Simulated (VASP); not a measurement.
Input:

```xyz
1
Lattice="-1.5565 1.5565 1.5565 1.5565 -1.5565 1.5565 1.5565 1.5565 -1.5565" Properties=species:S:1:pos:R:3 pbc="T T T"
W      0.0000     0.0000     0.0000
```

The numbers are results of r2SCAN meta-GGA, VASP's PBE PAW potentials (set 64) (plane waves; VASP), not measurements. Run with 480 eV cut-off, 16×16×16 Γ-centred mesh, first-order Methfessel-Paxton smearing of 0.10 eV, potentials W_sv.

Unless said otherwise, spin-orbit coupling is left out, though it shifts the bands of the heavy elements here.

Problem. Predict the energy per atom (σ→0), pressure, band gap (on the k-mesh) with the smallest direct gap where there is one.

Solution. 
The band gap (on the k-mesh) is none (metal, semimetal or under 0.01 eV), the energy per atom (σ→0) comes out as -51.301 eV/atom and the pressure comes out as 20.01 GPa.

The compound is W in the bcc structure. It was relaxed first under an external pressure of 20 GPa.
